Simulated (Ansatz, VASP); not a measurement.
**Ca11Al10O26 (glassy 69CaO-31Al2O3 (mol %)): VASP beside Ansatz**

One calculation is typed for both programs; each brings its own data sets. How far apart do they land? The cell is taken from a series of runs on this material, whose earlier steps may have relaxed, scaled, displaced or heated it; both programs get it as it stands.

Main program and level: Ansatz 0.2.0; plane waves, with VASP 6.6.1 beside it; single point at PBEsol.

## Step 1: The structure

The cell holds 141 atoms: 33 Ca, 30 Al and 78 O. Cell: a = 12.262 Å, b = 11.917 Å, c = 12.000 Å, α = 88.4°, β = 90.5°, γ = 91.5°. As first built, before any earlier steps moved the atoms (in the runner's words): 141 atoms (33 Ca, 30 Al, 78 O) placed at random at 3.31 g/cm^3, melted at 4000 K for 10 ps at fixed volume with the Morse and Coulomb pair potential with partial charges (Pedone, Malavasi, Menziani, Cormack and Segre, J. Phys. Chem. B 110, 11780 (2006)). Quenched from 4000 K to 300 K at 30 K/ps and fixed volume, held 10 ps at zero pressure, then minimised at fixed cell.

## Step 2: VASP: single point, PBEsol

With cell and atoms fixed, the geometry can't cause a difference; cores, projectors, grids and the points listed under the comparison can.

Lines of VASP's logs that name or quote its potential files are left out, and so is its time.

Input file INCAR:

```
SYSTEM = Ca11Al10O26
PREC = Accurate
ENCUT = 600
EDIFF = 1E-06
NELM = 120
ISMEAR = 0
SIGMA = 0.01
LREAL = Auto
ALGO = Normal
GGA = PS
NBANDS = 542
LORBIT = 11
LWAVE = .FALSE.
LCHARG = .FALSE.
ISIF = 2
LASPH = .TRUE.
GGA_COMPAT = .FALSE.
EFERMI = MIDGAP
```

Input file POSCAR:

```
Ca11Al10O26
1.0
   12.2610100000     -0.1602200000     -0.0543000000
   -0.1602200000     11.9144400000      0.1658000000
   -0.0543000000      0.1658000000     11.9990400000
Ca Al O
33 30 78
Direct
    0.7196800000      0.2772900000      0.6215200000
    0.1200100000      0.7623900000      0.5442200000
    0.1896200000      0.0518100000      0.7649600000
    0.7137300000      0.4606800000      0.3788200000
    0.9785600000      0.9790300000      0.6564000000
    0.9449700000      0.2091500000      0.5338900000
    0.8561900000      0.2599900000      0.2914200000
    0.4759600000      0.9637400000      0.4125700000
    0.2599800000      0.9177400000      0.0874800000
    0.4618200000      0.1529800000      0.6086200000
    0.4742700000      0.2006500000      0.0537300000
    0.4168100000      0.7066000000      0.1727200000
    0.6771600000      0.0840000000      0.9379300000
    0.0936400000      0.2904700000      0.7294000000
    0.5536600000      0.7282600000      0.9301400000
    0.8661800000      0.7048900000      0.3455000000
    0.5493600000      0.3302000000      0.8436000000
    0.0190600000      0.3856100000      0.0187300000
    0.9130500000      0.4707000000      0.5170100000
    0.6911900000      0.5860100000      0.1702700000
    0.6986800000      0.5934700000      0.6955000000
    0.0674300000      0.7520700000      0.1648500000
    0.0163000000      0.9483900000      0.9693600000
    0.9104100000      0.6402300000      0.9889800000
    0.1988600000      0.6008200000      0.0018100000
    0.6915500000      0.9786200000      0.6821900000
    0.9415500000      0.9640300000      0.3823600000
    0.5796300000      0.2304800000      0.3156600000
    0.1103600000      0.0887400000      0.2292000000
    0.4474300000      0.9597000000      0.8548400000
[... 105 atom lines left out ...]
    0.8057500000      0.3124300000      0.4590500000
    0.8450000000      0.0406500000      0.5230700000
    0.1334500000      0.7849900000      0.9668200000
    0.4010100000      0.6243800000      0.3489600000
    0.1450900000      0.6500300000      0.7904800000
    0.7408300000      0.4332900000      0.8076100000
```

Input file KPOINTS:

```
Automatic mesh
0
Gamma
1 1 1
0 0 0
```

Potentials, in the order of the species: Ca_sv, Al and O (PBE family, release 64).

Started as:

```sh
$ export OMP_NUM_THREADS=3
$ mpirun -np 1 vasp_gam
```

Numbers of over 12 decimals in the logs are rounded to 6 here.

The program printed:

```text
[banner, memory and clock lines left out]
running    1 mpi-ranks, on    1 nodes
[...]
Offloading initialized ...    1 GPUs detected
[...]
|                                                                             |
|               ----> ADVICE to this user running VASP <----                  |
|                                                                             |
|     You enforced a specific xc type in the INCAR file but a different       |
|     [... a line on the potential file left out ...]
|     I HOPE YOU KNOW WHAT YOU ARE DOING!                                     |
|                                                                             |

 LDA part: xc-table for (Slater+PW92), standard interpolation
 POSCAR, INCAR and KPOINTS ok, starting setup
[...]
entering main loop
       N       E                     dE             d eps       ncg     rms          rms(c)
DAV:   1     0.128252201833E+05    0.12825E+05   -0.55095E+05  1084   0.192E+03
DAV:   2     0.492110475839E+03   -0.12333E+05   -0.11937E+05  1274   0.541E+02
DAV:   3    -0.106188118176E+04   -0.15540E+04   -0.15427E+04  1336   0.193E+02
DAV:   4    -0.113802270286E+04   -0.76142E+02   -0.75787E+02  1384   0.414E+01
[...]
DAV:  19    -0.101615356191E+04    0.11894E-05   -0.49187E-06  1112   0.501E-03    0.561E-03
DAV:  20    -0.101615356065E+04    0.12562E-05   -0.67998E-06  1104   0.441E-03    0.227E-03
DAV:  21    -0.101615356075E+04   -0.98054E-07   -0.11283E-06   688   0.201E-03
   1 F= -.10161536E+04 E0= -.10161536E+04  d E =0.000000E+00
```

Parts of OUTCAR (step 2):

```text
  Total        3.5907197      3.3288076      3.3328058     -0.3182406      0.0993616      0.0018522
  in kB        3.2833225      3.0438324      3.0474883     -0.2909964      0.0908554      0.0016936
  external PRESSURE =       3.1248811 kB  Pullay stress =       0.0000000 kB

 POSITION                                       TOTAL-FORCE (eV/Angst)
 -----------------------------------------------------------------------------------
[...]
3.97063      8.71622      7.44604        -0.011427      0.018534     -0.017011
      9.52539      5.66554      0.47209         0.026779     -0.037905      0.021278
      2.25916      5.11879     11.80185        -0.001731     -0.014764     -0.009631
      2.75177      7.27696      5.66742         0.015526     -0.008633     -0.010742
      6.49412      3.90260      7.81991        -0.022128      0.014476      0.005218
      8.95156      7.97829     10.59769         0.003805      0.023112      0.001939
     10.71349      7.63948      8.30965         0.023071     -0.017854      0.013531
      7.86725     10.78695      5.35951         0.027762     -0.022237     -0.003820
      7.64751      1.35512      6.47581        -0.005013      0.013317     -0.009542
      7.90339      3.06752      0.08428         0.011921      0.005610     -0.008140
     11.76809      6.01362     10.16297         0.003330      0.003455      0.005369
      2.90314      9.22736      3.30050         0.000742     -0.020849      0.005712
      1.22806     10.46756      8.64226         0.012453     -0.019392      0.006860
[...]
-----------------------------------------------------------------------------------
    total drift:                               -0.019685      0.021413     -0.020615

  FREE ENERGIE OF THE ION-ELECTRON SYSTEM (eV)
  ---------------------------------------------------
  free  energy   TOTEN  =     -1016.1535607494 eV

  energy  without entropy=    -1016.1535607494  energy(sigma->0) =    -1016.15356075

[... 3 further parts left out ...]
[key lines of the parts left out:]
E-fermi :   4.8566
```

The run ends at a pressure of 0.31 GPa, with forces up to 0.070 eV/Å.

## Step 3: Ansatz: single point, PBEsol

Ansatz runs on its default PAW (the set named soft_2) files.

The same cell, functional and mesh now go to Ansatz, which takes its cutoff from its data sets.

Input file input.yaml:

```yaml
crystal:
  lattice:
    - [12.26101, -0.16022, -0.0543]
    - [-0.16022, 11.91444, 0.1658]
    - [-0.0543, 0.1658, 11.99904]
  atoms:
    - { symbol: Ca, position: [0.71968, 0.27729, 0.62152] }
    - { symbol: Ca, position: [0.12001, 0.76239, 0.54422] }
    - { symbol: Ca, position: [0.18962, 0.05181, 0.76496] }
    - { symbol: Ca, position: [0.71373, 0.46068, 0.37882] }
    - { symbol: Ca, position: [0.97856, 0.97903, 0.6564] }
    - { symbol: Ca, position: [0.94497, 0.20915, 0.53389] }
    - { symbol: Ca, position: [0.85619, 0.25999, 0.29142] }
    - { symbol: Ca, position: [0.47596, 0.96374, 0.41257] }
    - { symbol: Ca, position: [0.25998, 0.91774, 0.08748] }
    - { symbol: Ca, position: [0.46182, 0.15298, 0.60862] }
    - { symbol: Ca, position: [0.47427, 0.20065, 0.05373] }
    - { symbol: Ca, position: [0.41681, 0.7066, 0.17272] }
    - { symbol: Ca, position: [0.67716, 0.084, 0.93793] }
    - { symbol: Ca, position: [0.09364, 0.29047, 0.7294] }
    - { symbol: Ca, position: [0.55366, 0.72826, 0.93014] }
    - { symbol: Ca, position: [0.86618, 0.70489, 0.3455] }
    - { symbol: Ca, position: [0.54936, 0.3302, 0.8436] }
    - { symbol: Ca, position: [0.01906, 0.38561, 0.01873] }
    - { symbol: Ca, position: [0.91305, 0.4707, 0.51701] }
    - { symbol: Ca, position: [0.69119, 0.58601, 0.17027] }
    - { symbol: Ca, position: [0.69868, 0.59347, 0.6955] }
    - { symbol: Ca, position: [0.06743, 0.75207, 0.16485] }
    - { symbol: Ca, position: [0.0163, 0.94839, 0.96936] }
    - { symbol: Ca, position: [0.91041, 0.64023, 0.98898] }
    - { symbol: Ca, position: [0.19886, 0.60082, 0.00181] }
    - { symbol: Ca, position: [0.69155, 0.97862, 0.68219] }
    - { symbol: Ca, position: [0.94155, 0.96403, 0.38236] }
    - { symbol: Ca, position: [0.57963, 0.23048, 0.31566] }
    - { symbol: Ca, position: [0.11036, 0.08874, 0.2292] }
    - { symbol: Ca, position: [0.44743, 0.9597, 0.85484] }
[... 105 atom lines left out ...]
    - { symbol: O, position: [0.80575, 0.31243, 0.45905] }
    - { symbol: O, position: [0.845, 0.04065, 0.52307] }
    - { symbol: O, position: [0.13345, 0.78499, 0.96682] }
    - { symbol: O, position: [0.40101, 0.62438, 0.34896] }
    - { symbol: O, position: [0.14509, 0.65003, 0.79048] }
    - { symbol: O, position: [0.74083, 0.43329, 0.80761] }
kpoints:
  mp_grid: { grid: [1, 1, 1] }
hamiltonian:
  xc: pbesol
scf:
  occupations: { method: fixed }
output:
  forces: true
  stress: true
  populations: true
  dos:
    method: { smearing: { sigma: 0.08 } }
    de: 0.1
    projected: { site_lists: { Al: [Al], Ca: [Ca], O: [O] } }
  eigenvalues: true
  write_density: true
  write_potential: true
  volumetric_format: npy
```

Started as:

```sh
$ ansatz run input.yaml --threads 4 --pin off --max-ram 8192MiB --backend cpu --events-out ev --progress --plain --runs-dir out
```

The program printed:

```text
Engine: ansatz 0.2.0, aarch64-unknown-linux-gnu
Pseudopotentials: kind: paw
Pseudopotential: Ca, paw, valence charge 10, recommended cutoff 420 eV (normal), Ca.paw.azcp
Pseudopotential: Al, paw, valence charge 3, recommended cutoff 420 eV (normal), Al.paw.azcp
Pseudopotential: O, paw, valence charge 6, recommended cutoff 420 eV (normal), O.paw.azcp
Functional definition: PBEsol
  exchange = pbesol_x
  correlation = pbesol_c
Crystal: 141 atoms, lattice volume = 1752.179 Å³
Basis set: ecut = 420 eV, 34221 PW (Γ), exchange–correlation on 180×160×162 points (8 copies of the dense FFT grid, shifted against one another)
Bands: 585, of which v1, the nominal top of the filled ones, is band 444 counted from 1 (443 counted from 0)
Symmetry: 1 space group operations
Space group: P1 (ITA 1), of the structure as read, at distance tolerance 1.2e-4 Å
k-points: 1
Non-local potential: Ca, projectors of the file, l = 0: 3, l = 1: 2, l = 2: 2
Non-local potential: Al, projectors of the file, l = 0: 2, l = 1: 2, l = 2: 1
Non-local potential: O, projectors of the file, l = 0: 2, l = 1: 2, l = 2: 1
PAW form: soft (Blöchl's): semilocal exchange-correlation on the pseudo side does not see the compensation charge
PAW frozen core: Ca, regenerated for the run's functional, and the local potential with it (the file was generated under x = pbe(κ = 0.804, μ = 0.219515), c = pbe(β = 0.066725))
PAW frozen core: Al, regenerated for the run's functional, and the local potential with it (the file was generated under x = pbe(κ = 0.804, μ = 0.219515), c = pbe(β = 0.066725))
PAW frozen core: O, regenerated for the run's functional, and the local potential with it (the file was generated under x = pbe(κ = 0.804, μ = 0.219515), c = pbe(β = 0.066725))
PAW one-centre angular grid: Ca, 110 points (default); XC on 64 Gauss nodes
PAW one-centre angular grid: Al, 110 points (default); XC on 64 Gauss nodes
PAW one-centre angular grid: O, 110 points (default); XC on 64 Gauss nodes
Initial density: superposition of atomic densities (neutral atoms: chi_scale 0, normalization atom), corrected by the library's trained network
Initial wavefunctions: pseudopotential atomic-orbital guess
Functional: x = pbesol(κ = 0.804, μ = 0.123457), c = pbesol(β = 0.046)
SCF iter   1: F=—  HF=-118893.229817 eV  |F-HF|=—  |Δ(HF+E_count)|=         —  Δρ=1.35e-2  dr2=2.72e0  ethr=1.77e-3  ⟨swp⟩=5.0  Hψ=1984  notcnv=0  defer=138
preconditioner: auto → Resta (q_TF=auto, 2.436 Å⁻¹)  ε∞=3.6  [insulator: Δε(μ)=3.243 eV  Ē_g=15.806 eV  n_scr=438 (ndim 8)  ℏωp=25.4 eV  f_vac=0.019  ε∞_Penn≈3.6]
SCF iter   2: F=—  HF=-118892.519446 eV  |F-HF|=—  |Δ(HF+E_count)|=   7.10e-1  Δρ=3.27e-3  dr2=1.09e-1  ethr=3.06e-4  ⟨swp⟩=2.0  Hψ=932  notcnv=0  defer=138
SCF iter   3: F=—  HF=-118892.499362 eV  |F-HF|=—  |Δ(HF+E_count)|=   2.01e-2  Δρ=1.18e-3  dr2=2.17e-2  ethr=1.23e-5  ⟨swp⟩=3.0  Hψ=718  notcnv=0  defer=139
SCF iter   4: F=—  HF=-118892.500356 eV  |F-HF|=—  |Δ(HF+E_count)|=   9.95e-4  Δρ=6.90e-4  dr2=7.53e-3  ethr=2.45e-6  ⟨swp⟩=2.0  Hψ=707  notcnv=0  defer=139
SCF iter   5: F=—  HF=-118892.499506 eV  |F-HF|=—  |Δ(HF+E_count)|=   8.50e-4  Δρ=1.56e-4  dr2=4.10e-4  ethr=8.48e-7  ⟨swp⟩=2.0  Hψ=688  notcnv=0  defer=139
SCF iter   6: F=—  HF=-118892.499688 eV  |F-HF|=—  |Δ(HF+E_count)|=   1.81e-4  Δρ=1.07e-4  dr2=1.77e-4  ethr=4.62e-8  ⟨swp⟩=2.0  Hψ=845  notcnv=0  defer=138
SCF iter   7: F=—  HF=-118892.499654 eV  |F-HF|=—  |Δ(HF+E_count)|=   3.35e-5  Δρ=2.47e-5  dr2=1.00e-5  ethr=1.99e-8  ⟨swp⟩=2.0  Hψ=705  notcnv=0  defer=137
SCF iter   8: F=—  HF=-118892.503292 eV  |F-HF|=—  |Δ(HF+E_count)|=   3.64e-3  Δρ=1.95e-5  dr2=5.45e-6  ethr=1.13e-9  ⟨swp⟩=2.0  Hψ=1023  notcnv=0  defer=138
SCF iter   9: F=—  HF=-118892.503292 eV  |F-HF|=—  |Δ(HF+E_count)|=   5.45e-7  Δρ=4.43e-6  dr2=2.99e-7  ethr=6.13e-10  ⟨swp⟩=2.0  Hψ=760  notcnv=0  defer=138
SCF iter  10: F=-118892.503292 eV  HF=-118892.503292 eV  |F-HF|=1.18e-8  |Δ(HF+E_count)|=   1.55e-7  Δρ=2.00e-6  dr2=6.57e-8  ethr=1.13e-11  ⟨swp⟩=22.0  Hψ=5402  notcnv=0
SCF 1 converged in 10 iterations: F = -118892.503292 eV  dr2 = 6.57e-8
  greatest PAW one-centre occupation: 0.996 electrons in one spin orbital (limit 2), on the Ca atom at site 20 (counted from 0), in its partial waves of l = 0
SCF converged after 10 iterations
Free energy (F): -118892.503292 eV
Harris-Foulkes:  -118892.503292 eV  (|F-HF|=1.18e-8)
Internal energy: -118892.503292 eV  (E = F + TS)
E sigma→0 (E₀):  -118892.503292 eV
Fermi energy:    6.551523 eV
--- Per-component energies (eV) ---
  E_band       = -4197.169010
  E_kinetic    = 23780.729591
  E_local      = -51235.184529  (includes V_loc(G=0)·N_el)
  E_nonlocal   = 6197.556568
  E_hartree    = 18029.385900
  E_xc         = -11458.331769
  E_vxc        = -13934.488454  (∫ρ·V_xc dr)
  E_paw        = -53169.888656  (= ΣΔE_a)
  E_vpaw       = -5064.749608  (= ΣTr[D̂ρ^β])
[...]
--- Löwdin populations: 141 sites ---
  site symbol       q [e]
     0     Ca      8.2624
     1     Ca      8.2176
     2     Ca      8.2598
     3     Ca      8.2727
     4     Ca      8.2660
     5     Ca      8.2799
     6     Ca      8.2246
     7     Ca      8.1841
     8     Ca      8.2515
     9     Ca      8.2648
    10     Ca      8.2388
    11     Ca      8.2192
    12     Ca      8.2614
    13     Ca      8.2223
    14     Ca      8.2410
    15     Ca      8.2532
    16     Ca      8.2509
    17     Ca      8.2189
    18     Ca      8.2489
    19     Ca      8.2248
    20     Ca      8.1797
    21     Ca      8.2550
    22     Ca      8.2355
    23     Ca      8.2215
[...]
133      O      6.9250
   134      O      7.0744
   135      O      7.2976
   136      O      7.0976
   137      O      7.0876
   138      O      6.8768
   139      O      6.9224
   140      O      6.9432
  spilling = 0.014443 (of n_electrons = 888.000000)
```

Reading the cycles: dr2 is the Hartree energy of the density residual (eV), the measure of convergence; HF is the Harris–Foulkes estimate of the energy, which meets the free energy F at convergence.

## Step 4: Side by side

Known differences besides the potentials themselves: fixed occupations in Ansatz, narrow Gaussian smearing in VASP; the cutoff is 420 eV in Ansatz and 600 eV in VASP (PREC = Accurate, projectors in real space); Ansatz makes its cores anew for this functional, VASP keeps those of its PBE data sets. Total energies have different zeros and are not compared.

The two programs side by side:

| quantity | Ansatz | VASP | difference |
| --- | --- | --- | --- |
| pressure (GPa) | 0.00 | 0.31 | -0.31 |
| gap on the k mesh (eV) | 3.367 | 3.361 | +0.006 |

At this near-relaxed geometry the largest component of a force difference is 53 meV/Å. A gap on the mesh is an upper bound, since the band edges may lie between its points.

## Step 5: Results

* r.m.s. force difference (single point, PBEsol): 17 meV/Å

The r.m.s. force difference is 17 meV/Å (single point, PBEsol), beyond the 12 meV/Å picked in this series as the mark of a large difference. What causes the difference of the single point, PBEsol pair stays open here. How closely two codes agree says nothing of how well the functional describes the real material.

[Lines on the potential files, build, host, timing and source positions are cut from VASP's logs without a mark.]

[Logs are printed without paths, hosts, clocks, repeated set-up lines and the standing remarks that a program may print on its own settings, such as how far it seeks lower states.]

[Hosts, paths, dates, database ids (printed as entryN), source tags and the programs' standing remarks are cut or masked in the printed files.]
